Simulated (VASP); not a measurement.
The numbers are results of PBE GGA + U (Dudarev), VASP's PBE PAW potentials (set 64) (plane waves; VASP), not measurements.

The input files of a VASP run:

INCAR:
```
SYSTEM = TiC
PREC = Accurate
ENCUT = 520
EDIFF = 1E-6
NELM = 100
ALGO = Normal
LREAL = .FALSE.
LASPH = .TRUE.
ISMEAR = 1
SIGMA = 0.1
GGA = PE
LMAXMIX = 4
LWAVE = .FALSE.
LCHARG = .FALSE.
ISIF = 2
LDAU = .TRUE.
LDAUTYPE = 2
LDAUL = 2 -1
LDAUU = 8.0 0
LDAUJ = 0 0
LDAUPRINT = 1
LORBIT = 10
```

KPOINTS:
```
Automatic mesh
0
Gamma
13 13 13
0 0 0
```

POSCAR:
```
TiC
1
    0.0000000000     2.1650000000     2.1650000000
    2.1650000000     0.0000000000     2.1650000000
    2.1650000000     2.1650000000     0.0000000000
Ti C
1 1
Direct
  0.0000000000   0.0000000000   0.0000000000
  0.5000000000   0.5000000000   0.5000000000
```

POTCAR, in this order: Ti_sv C (PBE.64 set). Program: vasp_std.

Output of the run:

**OSZICAR**
```
       N       E                     dE             d eps       ncg     rms          rms(c)
DAV:   1     0.121996568951E+03    0.12200E+03   -0.84722E+03  2016   0.160E+03
DAV:   2    -0.100486162572E+02   -0.13205E+03   -0.12573E+03  2072   0.380E+02
DAV:   3    -0.200241961285E+02   -0.99756E+01   -0.96104E+01  2592   0.998E+01
DAV:   4    -0.205289185021E+02   -0.50472E+00   -0.50412E+00  2764   0.215E+01
DAV:   5    -0.205421585470E+02   -0.13240E-01   -0.13239E-01  2664   0.316E+00    0.186E+01
DAV:   6    -0.129355786378E+02    0.76066E+01   -0.35188E+01  2500   0.757E+01    0.540E+00
DAV:   7    -0.129119270237E+02    0.23652E-01   -0.21905E+00  2268   0.185E+01    0.375E+00
DAV:   8    -0.130360060554E+02   -0.12408E+00   -0.88398E-01  2264   0.118E+01    0.246E+00
DAV:   9    -0.130003512650E+02    0.35655E-01   -0.81257E-02  2304   0.465E+00    0.146E+00
DAV:  10    -0.129890798732E+02    0.11271E-01   -0.21017E-02  2320   0.217E+00    0.689E-01
DAV:  11    -0.129847229649E+02    0.43569E-02   -0.15825E-02  2264   0.175E+00    0.993E-02
DAV:  12    -0.129850850479E+02   -0.36208E-03   -0.11195E-03  2460   0.491E-01    0.807E-02
DAV:  13    -0.129850514885E+02    0.33559E-04   -0.25698E-04  2276   0.291E-01    0.999E-03
DAV:  14    -0.129850532079E+02   -0.17195E-05   -0.15374E-05  2612   0.419E-02    0.646E-03
DAV:  15    -0.129850524594E+02    0.74857E-06   -0.25726E-06  2060   0.145E-02
   1 F= -.12985052E+02 E0= -.12985022E+02  d E =-.903814E-04
```

**OUTCAR**
```
------------------------ aborting loop because EDIFF is reached ----------------------------------------
  FORCE on cell =-STRESS in cart. coord.  units (eV):
  Direction    XX          YY          ZZ          XY          YZ          ZX
  --------------------------------------------------------------------------------------
  Total        3.0717941      3.0717941      3.0717941      0.0000000      0.0000000     -0.0000000
  in kB      242.4928782    242.4928782    242.4928782      0.0000000      0.0000000     -0.0000000
  external PRESSURE =     242.4928782 kB  Pullay stress =       0.0000000 kB
  volume of cell :       20.30
      direct lattice vectors                 reciprocal lattice vectors
     0.000000000  2.165000000  2.165000000    -0.230946882  0.230946882  0.230946882
     2.165000000  0.000000000  2.165000000     0.230946882 -0.230946882  0.230946882
     2.165000000  2.165000000  0.000000000     0.230946882  0.230946882 -0.230946882
 POSITION                                       TOTAL-FORCE (eV/Angst)
 -----------------------------------------------------------------------------------
      0.00000      0.00000      0.00000        -0.000000      0.000000     -0.000000
      2.16500      2.16500      2.16500         0.000000     -0.000000      0.000000
 -----------------------------------------------------------------------------------
    total drift:                                0.000000     -0.000000     -0.000000
  FREE ENERGIE OF THE ION-ELECTRON SYSTEM (eV)
  ---------------------------------------------------
  free  energy   TOTEN  =       -12.9850524594 eV

  energy  without entropy=      -12.9849620779  energy(sigma->0) =      -12.98502233

 total charge

# of ion       s       p       d       tot
------------------------------------------
    1        2.227   6.299   1.662  10.188
    2        0.882   1.588   0.000   2.470
--------------------------------------------------
tot          3.109   7.887   1.662  12.658
```
(Selected blocks of OUTCAR.)

The compound is TiC in the rock salt structure. The cell was not relaxed at this level. The run is one of a series of settings (LDAU = .TRUE., LDAUJ = 0 0, LDAUL = 2 -1, LDAUTYPE = 2, LDAUU = 8.0 0 against the base run), some of them coarse on purpose.
